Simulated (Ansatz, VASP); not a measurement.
# Cross-check of SnTe between VASP and Ansatz

One calculation is typed for both programs; each brings its own data sets. How far apart do they land? The cell is taken from a series of runs on this material, whose earlier steps may have relaxed, scaled, displaced or heated it; both programs get it as it stands.

Method: plane waves, with VASP 6.6.1 beside it; relaxation of cell and atoms at PBE with D3(BJ), in Ansatz 0.2.0.

## 1. The starting structure

The structure is cubic, space group Fm-3m (No. 225). Conventional cell: a = 6.313 Å, b = 6.313 Å, c = 6.313 Å, α = 90.00°, β = 90.00°, γ = 90.00°. Sn has 6 Te at 3.16 Å nearest. Te has 6 Sn at 3.16 Å nearest. Farther neighbours and most contacts between anions are not listed.

## 2. Ansatz: relaxation of cell and atoms, PBE with D3(BJ)

Ansatz runs on its default PAW (the set named soft_2) files.

The relaxed volume is the usual yardstick between codes: in a stiff, nearly cubic crystal its relative difference is about their pressure difference at one cell divided by the bulk modulus.

File input.yaml:

```yaml
crystal:
  lattice:
    - [0.0, 3.1565, 3.1565]
    - [3.1565, 0.0, 3.1565]
    - [3.1565, 3.1565, 0.0]
  atoms:
    - { symbol: Sn, position: [0.0, 0.0, 0.0] }
    - { symbol: Te, position: [0.5, 0.5, 0.5] }
kpoints:
  mp_grid: { grid: [8, 8, 8] }
hamiltonian:
  xc: pbe
  dispersion: d3bj
scf:
  occupations: { method: gaussian, width: 0.01 }
output:
  forces: true
  stress: true
  eigenvalues: true
  write_density: true
  write_potential: true
  elf: true
  volumetric_format: npy
relax:
  adjacent_minimum: "off"
  f_tol: 0.005
  max_steps: 60
  cell: { stress_tol: 0.03 }
```

Command:

```bash
$ ansatz run input.yaml --threads 4 --pin off --max-ram 8192MiB --backend cpu --events-out ev --progress --plain --runs-dir out
```

Numbers of over 12 decimals in the logs are rounded to 6 here.

The log of the run:

```text
Engine: ansatz 0.2.0, x86_64-unknown-linux-gnu
Pseudopotentials: kind: paw
Pseudopotential: Sn, paw, valence charge 14, recommended cutoff 420 eV (normal), Sn.paw.azcp
Pseudopotential: Te, paw, valence charge 16, recommended cutoff 420 eV (normal), Te.paw.azcp
Functional definition: PBE
  parameter kappa = 0.804
  parameter beta = 0.066725
  exchange = pbe_x(kappa = kappa, mu = beta*pi^2/3)
  correlation = pbe_c(beta = beta)
Crystal: 2 atoms, lattice volume = 62.900 Å³
Basis set: ecut = 420 eV, 1243 PW (Γ), exchange–correlation on 60×60×60 points (8 copies of the dense FFT grid, shifted against one another)
Bands: 19, of which v1, the nominal top of the filled ones, is band 15 counted from 1 (14 counted from 0)
Symmetry: 48 space group operations
Space group: Fm-3m (ITA 225), of the structure as read, at distance tolerance 4.0e-5 Å
k-points: 29 of 512
Non-local potential: Sn, projectors of the file, l = 0: 2, l = 1: 2, l = 2: 2, l = 3: 2
Non-local potential: Te, projectors of the file, l = 0: 2, l = 1: 2, l = 2: 2, l = 3: 2
PAW form: soft (Blöchl's): semilocal exchange-correlation on the pseudo side does not see the compensation charge
PAW one-centre angular grid: Sn, 590 points (default); XC on 64 Gauss nodes
PAW one-centre angular grid: Te, 590 points (default); XC on 64 Gauss nodes
Initial density: superposition of atomic densities (neutral atoms: chi_scale 0, normalization atom), corrected by the library's trained network
Initial wavefunctions: pseudopotential atomic-orbital guess
Functional: x = pbe(κ = 0.804, μ = 0.219515), c = pbe(β = 0.066725)
SCF iter   1: F=—  HF=-13005.526229 eV  |F-HF|=—  |Δ(HF+E_count)|=         —  Δρ=6.00e-4  dr2=2.39e-4  ethr=1.77e-3  ⟨swp⟩=6.5  Hψ=2937  notcnv=0
preconditioner: auto → none  [insulator: Δε(μ)=0.078 eV  Ē_g=8.646 eV  σ=0.010 eV  W_gap=1.00  n_scr=14 (ndim 8)  ℏωp=14.8 eV  f_vac=0.009  D(μ)=0.00/eV (n_scr^D=0)  ε∞_Penn≈3.9]
SCF iter   2: F=—  HF=-13005.524663 eV  |F-HF|=—  |Δ(HF+E_count)|=   1.57e-3  Δρ=3.95e-4  dr2=8.43e-5  ethr=7.98e-7  ⟨swp⟩=3.1  Hψ=1451  notcnv=0
SCF iter   3: F=—  HF=-13005.524672 eV  |F-HF|=—  |Δ(HF+E_count)|=   8.54e-6  Δρ=1.42e-4  dr2=9.97e-6  ethr=2.81e-7  ⟨swp⟩=2.0  Hψ=853  notcnv=0
SCF iter   4: F=—  HF=-13005.524689 eV  |F-HF|=—  |Δ(HF+E_count)|=   1.77e-5  Δρ=4.74e-5  dr2=1.24e-6  ethr=3.32e-8  ⟨swp⟩=3.0  Hψ=991  notcnv=0
SCF iter   5: F=—  HF=-13005.524690 eV  |F-HF|=—  |Δ(HF+E_count)|=   2.75e-7  Δρ=1.90e-5  dr2=2.01e-7  ethr=4.13e-9  ⟨swp⟩=3.0  Hψ=988  notcnv=0
SCF iter   6: F=-13005.524690 eV  HF=-13005.524690 eV  |F-HF|=2.29e-10  |Δ(HF+E_count)|=   1.27e-7  Δρ=7.59e-7  dr2=1.88e-10  ethr=3.33e-10  ⟨swp⟩=10.2  Hψ=4158  notcnv=0
SCF 1 converged in 6 iterations: F = -13005.524690 eV  dr2 = 1.88e-10
  greatest PAW one-centre occupation: 0.998 electrons in one spin orbital (limit 2), on the Te atom at site 1 (counted from 0), in its partial waves of l = 2
relax step   1: F+E_penalty+E_count = -13005.52468959 eV  Δ(F+E_penalty+E_count) = +0.000e0 eV  max|allowed force component| = 1.597e-29 eV/Å  Δτ_max = 0.0000 Å  P = -0.095 GPa  Ω = 62.900 Å³  (6 SCF iters, dr2 threshold 1.00e-7 eV, accepted)
[...]
relax step   2: F+E_penalty+E_count = -13005.52475549 eV  Δ(F+E_penalty+E_count) = -6.590e-5 eV  max|allowed force component| = 1.229e-29 eV/Å  Δτ_max = 0.0000 Å  P = +0.033 GPa  Ω = 62.725 Å³  energy of the carried Pulay correction = +3.147e-5 eV  (6 SCF iters, accepted)
[...]
relax step   3: F+E_penalty+E_count = -13005.52475198 eV  Δ(F+E_penalty+E_count) = +3.513e-6 eV  max|allowed force component| = 3.208e-29 eV/Å  Δτ_max = 0.0000 Å  P = -0.000 GPa  Ω = 62.769 Å³  energy of the carried Pulay correction = +2.347e-5 eV  (7 SCF iters, accepted)
[...]
relax step   4: F+E_penalty+E_count = -13005.52473232 eV  Δ(F+E_penalty+E_count) = +1.966e-5 eV  max|allowed force component| = 4.365e-29 eV/Å  Δτ_max = 0.0000 Å  P = -0.000 GPa  Ω = 62.769 Å³  stress off target by 7.03e-5 GPa  SCF on the basis re-selected at this cell (its energy is not comparable with the rows above)  (8 SCF iters)
basis re-selected at this cell: Δ(F+E_penalty+E_count) = +1.966e-5 eV, ΔP = +0.000 GPa vs the last step (what re-selecting the basis moved, of the pressure what is left beyond the Pulay correction that the steps carried, after the strain that the cell walked since its last selection, with what the two solves' SCF thresholds leave and, on support functions, any second-order correction that the steps lacked; it is no m [...]
SCF converged after 8 iterations
Free energy (F): -13005.524732 eV
Harris-Foulkes:  -13005.524732 eV  (|F-HF|=3.64e-12)
Internal energy: -13005.524732 eV  (E = F + TS)
E sigma→0 (E₀):  -13005.524732 eV
Fermi energy:    9.695796 eV
--- Per-component energies (eV) ---
  E_band       = -354.761705
  E_kinetic    = 366.110472
  E_local      = -2157.773092  (includes V_loc(G=0)·N_el)
  E_nonlocal   = -343.017216
  E_hartree    = 1355.586897
  E_xc         = -507.757019
  E_vxc        = -200.993413  (∫ρ·V_xc dr)
  E_paw        = -8795.599392  (= ΣΔE_a)
  E_vpaw       = -730.262083  (= ΣTr[D̂ρ^β])
  E_aug_tail   = -0.000167  (compensation charges beyond the density's cutoff)
  E_ewald      = -2922.275895
  E_disp       = -0.799320  (pairwise vdW)
  E_smearing   = -0.000000  (= −TS)
  E_closure    = 0.000000  (closes the sum)
  Σ components = -13005.524732   (vs F -13005.524732, Δ=0.00e0)
--- Forces (eV/Å), atoms counted from 1 ---
  atom   1  Sn    -0.00000000    -0.00000000     0.00000000
  atom   2  Te     0.00000000    -0.00000000     0.00000000
  max |Σ_I F_I| component: 8.10e-29 eV/Å
--- Stress (GPa, compression-positive) ---
       -0.000070      -0.000000      -0.000000
       -0.000000      -0.000070      -0.000000
       -0.000000      -0.000000      -0.000070
  P = ⅓ Tr σ = -0.0001 GPa (-0.001 kbar)
--- Band table (eV; the first three rows and the last of 29) ---
  k-point 0: bands = [... 11 lower, 4.9442, 7.5019, 7.5019, 7.5019, 12.9821, 12.9821, 12.9821, 14.4174]
  k-point 1: bands = [... 11 lower, 4.2418, 7.5248, 7.5248, 7.9944, 12.3074, 12.3074, 12.3387, 14.3544]
  k-point 2: bands = [... 11 lower, 2.9717, 7.6078, 7.6078, 8.6850, 11.2123, 11.2123, 11.2780, 14.7804]
  k-point 28: bands = [... 11 lower, 2.2788, 4.8297, 4.8297, 8.8146, 10.4879, 14.2652, 14.2652, 15.6941]
--- Relaxed structure (3 steps of the walk, 3 accepted, 1 SCFs on fresh bases) ---
  F+E_penalty+E_count = -13005.52473232 eV   max|allowed force component| = 4.365e-29 eV/Å   (the final SCF, on the basis selected at the relaxed cell)
  cell:  # Å, volume = 62.7691 Å³
    - [0, 3.154316, 3.154316]
    - [3.154316, 0, 3.154316]
    - [3.154316, 3.154316, 0]
  atoms:
    - { symbol: Sn, position: [0, 0, 0] }
    - { symbol: Te, position: [0.500000, 0.500000, 0.500000] }
```

Reading the cycles: dr2 is the Hartree energy of the density residual (eV), the measure of convergence; HF is the Harris–Foulkes estimate of the energy, which meets the free energy F at convergence.

## 3. VASP: relaxation of cell and atoms, PBE with D3(BJ)

The same cell, functional, mesh and smearing now go to VASP, with its own data sets.

Lines of VASP's logs that name or quote its potential files are left out, and so is its time.

File INCAR:

```
SYSTEM = SnTe
PREC = Accurate
ENCUT = 500
EDIFF = 1E-07
NELM = 120
ISMEAR = 0
SIGMA = 0.01
LREAL = .FALSE.
ALGO = Normal
GGA = PE
IVDW = 12
NBANDS = 16
LORBIT = 11
LWAVE = .FALSE.
LCHARG = .FALSE.
ISIF = 3
IBRION = 2
NSW = 80
EDIFFG = -0.005
LASPH = .TRUE.
GGA_COMPAT = .FALSE.
NELMIN = 4
```

File POSCAR:

```
SnTe
1.0
    0.0000000000      3.1565000000      3.1565000000
    3.1565000000      0.0000000000      3.1565000000
    3.1565000000      3.1565000000      0.0000000000
Sn Te
1 1
Direct
    0.0000000000      0.0000000000      0.0000000000
    0.5000000000      0.5000000000      0.5000000000
```

File KPOINTS:

```
Automatic mesh
0
Gamma
8 8 8
0 0 0
```

The projector-augmented-wave data sets are Sn_d and Te (PBE family, release 64).

Command:

```bash
$ mpirun -np 1 vasp_std
```

The log of the run:

```text
[banner, memory and clock lines left out]
running    1 mpi-ranks, on    1 nodes
 distrk:  each k-point on    1 cores,    1 groups
 distr:  one band on    1 cores,    1 groups

 POSCAR found type information on POSCAR SnTe
 POSCAR found :  2 types and       2 ions
 LDA part: xc-table for (Slater+PW92), standard interpolation
 POSCAR, INCAR and KPOINTS ok, starting setup
 FFT: planning ... GRIDC
 FFT: planning ... GRID_SOFT
 FFT: planning ... GRID
 WAVECAR not read
 entering main loop
       N       E                     dE             d eps       ncg     rms          rms(c)
DAV:   1     0.120682571860E+03    0.12068E+03   -0.95762E+03   960   0.142E+03
DAV:   2     0.278744447370E+01   -0.11790E+03   -0.11493E+03   976   0.351E+02
DAV:   3    -0.732874563239E+01   -0.10116E+02   -0.10088E+02  1192   0.887E+01
DAV:   4    -0.758613534608E+01   -0.25739E+00   -0.25734E+00  1128   0.152E+01
DAV:   5    -0.759721096965E+01   -0.11076E-01   -0.11075E-01  1352   0.297E+00    0.471E+00
DAV:   6    -0.754396217098E+01    0.53249E-01   -0.12877E-01  1208   0.246E+00    0.294E+00
DAV:   7    -0.754520543083E+01   -0.12433E-02   -0.52888E-02  1128   0.119E+00    0.784E-01
DAV:   8    -0.754543028603E+01   -0.22486E-03   -0.74069E-03  1192   0.713E-01    0.178E-01
DAV:   9    -0.754554524631E+01   -0.11496E-03   -0.60880E-04  1256   0.253E-01    0.398E-02
DAV:  10    -0.754554116564E+01    0.40807E-05   -0.10836E-04  1224   0.934E-02    0.143E-02
DAV:  11    -0.754554663556E+01   -0.54699E-05   -0.40557E-05  1176   0.526E-02    0.249E-02
DAV:  12    -0.754554626130E+01    0.37427E-06   -0.23487E-06  1120   0.113E-02    0.165E-02
DAV:  13    -0.754554603181E+01    0.22949E-06   -0.10242E-07  1008   0.227E-03    0.125E-02
DAV:  14    -0.754554552103E+01    0.51078E-06   -0.14081E-06  1248   0.117E-02    0.119E-03
DAV:  15    -0.754554548200E+01    0.39028E-07   -0.11216E-07   728   0.214E-03
   1 F= -.83429119E+01 E0= -.83429119E+01  d E =-.834291E+01
 curvature:   0.00 expect dE= 0.000E+00 dE for cont linesearch  0.000E+00
 trial: gam= 0.00000 g(F)=  0.586E-64 g(S)=  0.131E-03 ort = 0.000E+00 (trialstep = 0.100E+01)
 search vector abs. value=  0.131E-03
 bond charge predicted
       N       E                     dE             d eps       ncg     rms          rms(c)
DAV:   1    -0.754459130764E+01    0.95421E-03   -0.33457E-02  1168   0.269E+00    0.227E-01
DAV:   2    -0.754334510037E+01    0.12462E-02   -0.20121E-03  1176   0.690E-01    0.975E-02
DAV:   3    -0.754304132714E+01    0.30377E-03   -0.86885E-04  1208   0.417E-01    0.193E-02
DAV:   4    -0.754303667597E+01    0.46512E-05   -0.25803E-05  1040   0.478E-02    0.190E-02
DAV:   5    -0.754303527591E+01    0.14001E-05   -0.37476E-06  1264   0.149E-02    0.355E-03
DAV:   6    -0.754303535116E+01   -0.75242E-07   -0.31779E-07  1128   0.850E-03
   2 F= -.83429635E+01 E0= -.83429635E+01  d E =-.516292E-04
 trial-energy change:   -0.000052  1 .order   -0.000047   -0.000131    0.000037
 step:   0.8049(harm=  0.7801)  dis= 0.00000  next Energy=    -8.342967 (dE=-0.552E-04)
 bond charge predicted
       N       E                     dE             d eps       ncg     rms          rms(c)
DAV:   1    -0.754359930745E+01   -0.56403E-03   -0.12804E-03  1168   0.528E-01    0.443E-02
DAV:   2    -0.754355313283E+01    0.46175E-04   -0.76568E-05  1184   0.135E-01    0.190E-02
DAV:   3    -0.754354095845E+01    0.12174E-04   -0.33127E-05  1200   0.814E-02    0.374E-03
DAV:   4    -0.754354007582E+01    0.88263E-06   -0.99045E-07  1016   0.935E-03    0.372E-03
DAV:   5    -0.754353930644E+01    0.76937E-06   -0.13584E-07   848   0.289E-03    0.622E-04
DAV:   6    -0.754353927342E+01    0.33026E-07   -0.17137E-08   520   0.198E-03
   3 F= -.83429670E+01 E0= -.83429670E+01  d E =-.551318E-04
 curvature:  -0.39 expect dE=-0.676E-07 dE for cont linesearch -0.676E-07
 trial: gam= 0.00000 g(F)=  0.473E-61 g(S)=  0.176E-06 ort =-0.480E-05 (trialstep = 0.961E+00)
 search vector abs. value=  0.176E-06
 reached required accuracy - stopping structural energy minimisation
```

Parts of OUTCAR (step 3):

```text
ion  position               nearest neighbor table
   1  0.000  0.000  0.000-   2 3.16   2 3.16   2 3.16   2 3.16   2 3.16   2 3.16
   2  0.500  0.500  0.500-   1 3.16   1 3.16   1 3.16   1 3.16   1 3.16   1 3.16

  LATTYP: Found a face centered cubic cell.
 ALAT       =     6.3130000000

 Subroutine GETGRP returns: Found 48 space group operations
 (whereof 48 operations were pure point group operations)

The static configuration has the point symmetry O_h .

 Found     29 irreducible k-points:

   k-points           NKPTS =     29   k-points in BZ     NKDIM =     29   number of bands    NBANDS=     16

   dimension x,y,z NGX =    36 NGY =   36 NGZ =   36
   dimension x,y,z NGXF=    72 NGYF=   72 NGZF=   72

   ENCUT  =  500.0 eV  36.75 Ry    6.06 a.u.   8.14  8.14  8.14*2*pi/ulx,y,z

   NELECT =      20.0000    total number of electrons

 k-points in reciprocal lattice and weights: Automatic mesh
   0.00000000  0.00000000  0.00000000       0.002
   0.12500000  0.00000000  0.00000000       0.016
   0.25000000  0.00000000  0.00000000       0.016
   0.37500000  0.00000000  0.00000000       0.016
   0.50000000  0.00000000  0.00000000       0.008
   0.12500000  0.12500000  0.00000000       0.012
   0.25000000  0.12500000  0.00000000       0.047
   0.37500000  0.12500000  0.00000000       0.047
   0.50000000  0.12500000  0.00000000       0.047
[...]
-0.37500000  0.50000000  0.12500000       0.023
  -0.25000000  0.50000000  0.25000000       0.012

 Edisp (eV)   -0.79993

 average (electrostatic) potential at core
       1-100.6260       2 -87.8324

 E-fermi :   6.9815

 k-point     1 :       0.0000    0.0000    0.0000
  band No.  band energies     occupation
    ...
      6      -5.8617      2.00000
      7       2.2310      2.00000
      8       4.7842      2.00000
      9       4.7842      2.00000
     10       4.7842      2.00000
     11      10.2644      0.00000
     12      10.2644      0.00000
     13      10.2644      0.00000
     14      11.6762      0.00000
     15      11.6762      0.00000
    ...

 k-point     2 :       0.1250    0.0000    0.0000
  band No.  band energies     occupation
    ...
      6      -5.7307      2.00000
      7       1.5269      2.00000
      8       4.8073      2.00000
      9       4.8073      2.00000
     10       5.2781      2.00000
     11       9.5871      0.00000
     12       9.5871      0.00000
     13       9.6197      0.00000
     14      11.6206      0.00000
     15      11.9971      0.00000
    ...

 k-point     3 :       0.2500    0.0000    0.0000
  band No.  band energies     occupation
    ...
      6      -5.3619      2.00000
      7       0.2544      2.00000
      8       4.8904      2.00000
      9       4.8904      2.00000
     10       5.9690      2.00000
     11       8.4915      0.00000
     12       8.4915      0.00000
     13       8.5590      0.00000
     14      12.0509      0.00000
     15      12.8835      0.00000
    ...

 Edisp (eV)   -0.79943

  Total       0.00156     0.00156     0.00156    -0.00000    -0.00000     0.00000
  in kB       0.03978     0.03978     0.03978    -0.00000    -0.00000     0.00000
  external pressure =        0.04 kB  Pullay stress =        0.00 kB

  energy-cutoff  :      500.00
  volume of cell :       62.74
      direct lattice vectors                 reciprocal lattice vectors
    -0.000000000  3.153888199  3.153888199    -0.158534472  0.158534472  0.158534472
     3.153888199  0.000000000  3.153888199     0.158534472 -0.158534472  0.158534472
     3.153888199  3.153888199  0.000000000     0.158534472  0.158534472 -0.158534472

 POSITION                                       TOTAL-FORCE (eV/Angst)
 -----------------------------------------------------------------------------------
      0.00000      0.00000      0.00000        -0.000000      0.000000     -0.000000
      3.15389      3.15389      3.15389         0.000000      0.000000      0.000000
 -----------------------------------------------------------------------------------
    total drift:                                0.000000      0.000000      0.000000

  FREE ENERGIE OF THE ION-ELECTRON SYSTEM (eV)
  ---------------------------------------------------
  free  energy   TOTEN  =        -8.3429670052 eV

  energy  without entropy=       -8.3429670052  energy(sigma->0) =       -8.34296701

 reached required accuracy - stopping structural energy minimisation

 total charge
# of ion       s       p       d       tot
------------------------------------------
    1        1.368   0.735   9.985  12.088
    2        1.384   1.967   0.030   3.381
--------------------------------------------------
tot          2.752   2.702  10.014  15.469

[... 3 further parts left out ...]
```

## 4. Differences

Known differences besides the potentials themselves: the data sets hold 30 valence electrons in Ansatz (on its default PAW (the set named soft_2) files) and 20 in VASP; the cutoff is 420 eV in Ansatz and 500 eV in VASP; Ansatz adds a Pulay correction to the stress that steers its cell, VASP none. Total energies have different zeros and are not compared.

The two programs side by side:

| quantity | Ansatz | VASP | difference |
| --- | --- | --- | --- |
| volume (Å³) | 62.77 | 62.74 | +0.04 % |
| edge a after relaxation, in the typed setting (Å) | 4.461 | 4.460 | +0.01 % |

## 5. Summary of results

```json
{"difference in volume (relaxation of cell and atoms, PBE with D3(BJ))": "0.041 %"}
```

The difference in volume is 0.041 % (relaxation of cell and atoms, PBE with D3(BJ)), within the 1.2 % picked in this series as the mark of a large difference, as far as the stopping tolerances let one tell. The data sets hold unlike numbers of valence electrons (30 in Ansatz and 20 in VASP), so part of the differences comes from the potentials. 3 further runs of this series are not shown here. Such differences can come from data sets, numerical settings and the points named under the comparisons, not from the functional's error against experiment.

[Lines on the potential files, build, host, timing and source positions are cut from VASP's logs without a mark.]

[Logs are printed without paths, hosts, clocks, repeated set-up lines and the standing remarks that a program may print on its own settings, such as how far it seeks lower states.]

[Hosts, paths, dates, database ids (printed as entryN), source tags and the programs' standing remarks are cut or masked in the printed files.]
